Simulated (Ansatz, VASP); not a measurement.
# Cross-check of Ca3GeN between VASP and Ansatz, part 2 of 2

One calculation is typed for both programs; each brings its own data sets. How far apart do they land? The cell is taken from a series of runs on this material, whose earlier steps may have relaxed, scaled, displaced or heated it; both programs get it as it stands.

VASP 6.6.1 and Ansatz 0.2.0.

So far: Starting point; Ansatz: zone-centre phonons, PBEsol; VASP: zone-centre phonons, PBEsol.

## (3) VASP: zone-centre phonons, PBEsol (continued)

Level of this step: PBEsol; plane waves and PAW (Ca_sv, Ge_d, N) (VASP).

Numbers of over 12 decimals in the logs are rounded to 6 here.

Parts of OUTCAR (step 3):

```text
ion  position               nearest neighbor table
   1  0.000  0.500  0.500-   5 2.38   5 2.38
   2  0.500  0.000  0.500-   5 2.38   5 2.38
   3  0.500  0.500  0.000-   5 2.38   5 2.38
   4  0.000  0.000  0.000-
   5  0.500  0.500  0.500-   1 2.38   2 2.38   3 2.38   3 2.38   2 2.38   1 2.38

  LATTYP: Found a simple cubic cell.
 ALAT       =     4.7550544581

 Subroutine GETGRP returns: Found 48 space group operations
 (whereof 48 operations were pure point group operations)

The static configuration has the point symmetry O_h .

 Found     35 irreducible k-points:

   k-points           NKPTS =     35   k-points in BZ     NKDIM =     35   number of bands    NBANDS=     30

   dimension x,y,z NGX =    40 NGY =   40 NGZ =   40
   dimension x,y,z NGXF=    80 NGYF=   80 NGZF=   80

   ENCUT  =  600.0 eV  44.10 Ry    6.64 a.u.   9.50  9.50  9.50*2*pi/ulx,y,z

   NELECT =      49.0000    total number of electrons

 k-points in reciprocal lattice and weights: Automatic mesh
   0.00000000  0.00000000  0.00000000       0.002
   0.12500000  0.00000000  0.00000000       0.012
   0.25000000  0.00000000  0.00000000       0.012
   0.37500000  0.00000000  0.00000000       0.012
   0.50000000  0.00000000  0.00000000       0.006
   0.12500000  0.12500000  0.00000000       0.023
   0.25000000  0.12500000  0.00000000       0.047
   0.37500000  0.12500000  0.00000000       0.047
   0.50000000  0.12500000  0.00000000       0.023
[...]
0.50000000  0.50000000  0.37500000       0.012
   0.50000000  0.50000000  0.50000000       0.002

 average (electrostatic) potential at core
       1 -45.0411       2 -45.0411       3 -45.0411       4 -74.3670       5 -63.3526

  Total        0.1629589      0.1629589      0.1629589     -0.0000000      0.0000000     -0.0000000
  in kB        2.4284103      2.4284103      2.4284103     -0.0000000      0.0000000     -0.0000000
  external PRESSURE =       2.4284103 kB  Pullay stress =       0.0000000 kB

  energy-cutoff  :      600.00
  volume of cell :      107.51
      direct lattice vectors                 reciprocal lattice vectors
     4.755054458  0.000000000  0.000000000     0.210302534  0.000000000  0.000000000
[...]
POSITION                                       TOTAL-FORCE (eV/Angst)
 -----------------------------------------------------------------------------------
      0.00000      2.37753      2.37753         0.000000      0.000000      0.000000
      2.37753      0.00000      2.37753         0.000000      0.000000      0.000000
      2.37753      2.37753      0.00000         0.000000      0.000000      0.000000
      0.00000      0.00000      0.00000         0.000000      0.000000      0.000000
      2.37753      2.37753      2.37753         0.000000      0.000000      0.000000
 -----------------------------------------------------------------------------------
    total drift:                               -0.000000     -0.000000     -0.000000

 Eigenvectors and eigenvalues of the dynamical matrix
 ----------------------------------------------------

   1 f  =   10.534593 THz    66.190797 2PiTHz  351.396182 cm-1    43.567554 meV
             X         Y         Z           dx          dy          dz
      0.000000  2.377527  2.377527    -0.349914   -0.012853   -0.000000
      2.377527  0.000000  2.377527    -0.014538   -0.309346   -0.000000
      2.377527  2.377527  0.000000    -0.014538   -0.012853   -0.000000
      0.000000  0.000000  0.000000    -0.011890   -0.010512   -0.000000
      2.377527  2.377527  2.377527     0.662043    0.585286    0.000000

   2 f  =   10.534593 THz    66.190797 2PiTHz  351.396182 cm-1    43.567554 meV
             X         Y         Z           dx          dy          dz
      0.000000  2.377527  2.377527     0.000000    0.000000   -0.019405
      2.377527  0.000000  2.377527     0.000000    0.000000   -0.019405
      2.377527  2.377527  0.000000     0.000000    0.000000   -0.467049
      0.000000  0.000000  0.000000     0.000000    0.000000   -0.015870
      2.377527  2.377527  2.377527    -0.000000   -0.000000    0.883663

   3 f  =   10.534593 THz    66.190797 2PiTHz  351.396182 cm-1    43.567554 meV
             X         Y         Z           dx          dy          dz
      0.000000  2.377527  2.377527     0.309346   -0.014538    0.000000
      2.377527  0.000000  2.377527     0.012853   -0.349914    0.000000
      2.377527  2.377527  0.000000     0.012853   -0.014538   -0.000000
      0.000000  0.000000  0.000000     0.010512   -0.011890    0.000000
      2.377527  2.377527  2.377527    -0.585286    0.662043    0.000000

   4 f  =    7.698460 THz    48.370853 2PiTHz  256.792998 cm-1    31.838260 meV
             X         Y         Z           dx          dy          dz
      0.000000  2.377527  2.377527    -0.280592   -0.402219    0.031892
      2.377527  0.000000  2.377527     0.176735    0.638581    0.031892
      2.377527  2.377527  0.000000     0.176735   -0.402219   -0.050633
      0.000000  0.000000  0.000000     0.008144   -0.018535    0.001470
      2.377527  2.377527  2.377527    -0.140395    0.319516   -0.025334

   5 f  =    7.698460 THz    48.370853 2PiTHz  256.792998 cm-1    31.838260 meV
             X         Y         Z           dx          dy          dz
      0.000000  2.377527  2.377527    -0.017916   -0.029876   -0.439332
      2.377527  0.000000  2.377527     0.011285    0.047433   -0.439332
      2.377527  2.377527  0.000000     0.011285   -0.029876    0.697503
      0.000000  0.000000  0.000000     0.000520   -0.001377   -0.020245
      2.377527  2.377527  2.377527    -0.008964    0.023733    0.348998

   6 f  =    7.698460 THz    48.370853 2PiTHz  256.792998 cm-1    31.838260 meV
             X         Y         Z           dx          dy          dz
      0.000000  2.377527  2.377527    -0.640334    0.177086   -0.001683
      2.377527  0.000000  2.377527     0.403323   -0.281150   -0.001683
      2.377527  2.377527  0.000000     0.403323    0.177086    0.002672
      0.000000  0.000000  0.000000     0.018586    0.008160   -0.000078
      2.377527  2.377527  2.377527    -0.320393   -0.140674    0.001337

   7 f  =    4.089887 THz    25.697516 2PiTHz  136.423936 cm-1    16.914405 meV
             X         Y         Z           dx          dy          dz
      0.000000  2.377527  2.377527    -0.000000   -0.149514    0.682582
      2.377527  0.000000  2.377527     0.108295    0.000000   -0.682582
      2.377527  2.377527  0.000000    -0.108295    0.149514   -0.000000
      0.000000  0.000000  0.000000     0.000000   -0.000000    0.000000
      2.377527  2.377527  2.377527    -0.000000    0.000000    0.000000

   8 f  =    4.089887 THz    25.697516 2PiTHz  136.423936 cm-1    16.914405 meV
             X         Y         Z           dx          dy          dz
      0.000000  2.377527  2.377527    -0.000000   -0.502776   -0.183448
      2.377527  0.000000  2.377527     0.462129    0.000000    0.183448
      2.377527  2.377527  0.000000    -0.462129    0.502776    0.000000
      0.000000  0.000000  0.000000    -0.000000   -0.000000    0.000000
      2.377527  2.377527  2.377527     0.000000   -0.000000    0.000000

   9 f  =    4.089887 THz    25.697516 2PiTHz  136.423936 cm-1    16.914405 meV
             X         Y         Z           dx          dy          dz
      0.000000  2.377527  2.377527     0.000000   -0.474196   -0.020713
      2.377527  0.000000  2.377527    -0.524127    0.000000    0.020713
      2.377527  2.377527  0.000000     0.524127    0.474196    0.000000
      0.000000  0.000000  0.000000    -0.000000   -0.000000    0.000000
      2.377527  2.377527  2.377527     0.000000    0.000000   -0.000000

  10 f  =    3.493367 THz    21.949473 2PiTHz  116.526183 cm-1    14.447399 meV
             X         Y         Z           dx          dy          dz
      0.000000  2.377527  2.377527     0.000255   -0.004474    0.336128
      2.377527  0.000000  2.377527     0.000271   -0.004210    0.336128
      2.377527  2.377527  0.000000     0.000271   -0.004474    0.316295
      0.000000  0.000000  0.000000    -0.000647    0.010696   -0.803591
      2.377527  2.377527  2.377527     0.000135   -0.002229    0.167504

  11 f  =    3.493367 THz    21.949473 2PiTHz  116.526183 cm-1    14.447399 meV
             X         Y         Z           dx          dy          dz
      0.000000  2.377527  2.377527     0.044942    0.332719    0.004390
      2.377527  0.000000  2.377527     0.047760    0.313087    0.004390
      2.377527  2.377527  0.000000     0.047760    0.332719    0.004131
      0.000000  0.000000  0.000000    -0.114181   -0.795440   -0.010495
      2.377527  2.377527  2.377527     0.023800    0.165805    0.002188

  12 f  =    3.493367 THz    21.949473 2PiTHz  116.526183 cm-1    14.447399 meV
             X         Y         Z           dx          dy          dz
      0.000000  2.377527  2.377527     0.313114   -0.047752   -0.000904
      2.377527  0.000000  2.377527     0.332748   -0.044935   -0.000904
      2.377527  2.377527  0.000000     0.332748   -0.047752   -0.000850
      0.000000  0.000000  0.000000    -0.795509    0.114163    0.002160
      2.377527  2.377527  2.377527     0.165819   -0.023797   -0.000450

  13 f/i=    0.025650 THz     0.161162 2PiTHz    0.855585 cm-1     0.106079 meV
             X         Y         Z           dx          dy          dz
      0.000000  2.377527  2.377527     0.394769    0.191861   -0.006751
      2.377527  0.000000  2.377527     0.394630    0.191928   -0.006751
      2.377527  2.377527  0.000000     0.394630    0.191861   -0.006754
      0.000000  0.000000  0.000000     0.534622    0.259922   -0.009146
      2.377527  2.377527  2.377527     0.235584    0.114536   -0.004030

  14 f/i=    0.025650 THz     0.161162 2PiTHz    0.855585 cm-1     0.106079 meV
             X         Y         Z           dx          dy          dz
      0.000000  2.377527  2.377527     0.075068   -0.168364   -0.398260
      2.377527  0.000000  2.377527     0.075042   -0.168423   -0.398260
      2.377527  2.377527  0.000000     0.075042   -0.168364   -0.398400
      0.000000  0.000000  0.000000     0.101662   -0.228090   -0.539540
      2.377527  2.377527  2.377527     0.044798   -0.100509   -0.237751

  15 f/i=    0.025650 THz     0.161162 2PiTHz    0.855585 cm-1     0.106079 meV
             X         Y         Z           dx          dy          dz
      0.000000  2.377527  2.377527    -0.176768    0.356976   -0.184207
      2.377527  0.000000  2.377527    -0.176706    0.357102   -0.184207
      2.377527  2.377527  0.000000    -0.176706    0.356976   -0.184272
      0.000000  0.000000  0.000000    -0.239391    0.483610   -0.249553
      2.377527  2.377527  2.377527    -0.105489    0.213105   -0.109967

 ELASTIC MODULI CONTR FROM IONIC RELAXATION (kBar)
 Direction    XX          YY          ZZ          XY          YZ          ZX
 --------------------------------------------------------------------------------
 XX           0.0000      0.0000      0.0000      0.0000      0.0000      0.0000
 YY           0.0000      0.0000      0.0000      0.0000      0.0000      0.0000
 ZZ           0.0000      0.0000      0.0000      0.0000      0.0000      0.0000
 XY           0.0000      0.0000      0.0000      0.0000      0.0000      0.0000
 YZ           0.0000      0.0000      0.0000      0.0000      0.0000      0.0000
 ZX           0.0000      0.0000      0.0000      0.0000      0.0000      0.0000
 --------------------------------------------------------------------------------
```

This run has no spin polarisation. Its electron count is odd, so without a moment it is a metal by construction.

## (4) Comparison

Known differences besides the potentials themselves: the cutoff is 420 eV in Ansatz and 600 eV in VASP; Ansatz makes its cores anew for this functional, VASP keeps those of its PBE data sets. Total energies have different zeros and are not compared.

Compared:

| quantity | Ansatz | VASP | difference |
| --- | --- | --- | --- |
| optical mode 1 to 3 (cm⁻¹) | 116.7 | 116.5 | +0.18 % |
| optical mode 4 to 6 (cm⁻¹) | 135.7 | 136.4 | -0.57 % |
| optical mode 7 to 9 (cm⁻¹) | 256.4 | 256.8 | -0.17 % |
| optical mode 10 to 12 (cm⁻¹) | 344.9 | 351.4 | -1.85 % |

Modes are paired by rising frequency, not by their patterns, so a pair may set unlike modes beside each other; they are those without the splitting of longitudinal modes.

## (5) Summary of results

```json
{
 "r.m.s. difference of the optical zone-centre modes, each program's sorted by frequency (zone-centre phonons, PBEsol)": "3.3 cm⁻¹",
 "difference in optical mode 10 to 12 (zone-centre phonons, PBEsol)": "-1.9 %"
}
```

**Reading.** The r.m.s. difference of the optical zone-centre modes, each program's sorted by frequency is 3.3 cm⁻¹ (zone-centre phonons, PBEsol). Among the rows given in per cent, the largest difference of the zone-centre phonons, PBEsol pair is in optical mode 10 to 12, -1.9 %. How closely two codes agree says nothing of how well the functional describes the real material.

[Lines on the potential files, build, host, timing and source positions are cut from VASP's logs without a mark.]

[Logs are printed without paths, hosts, clocks, repeated set-up lines and the standing remarks that a program may print on its own settings, such as how far it seeks lower states.]

[Hosts, paths, dates, database ids (printed as entryN), source tags and the programs' standing remarks are cut or masked in the printed files.]
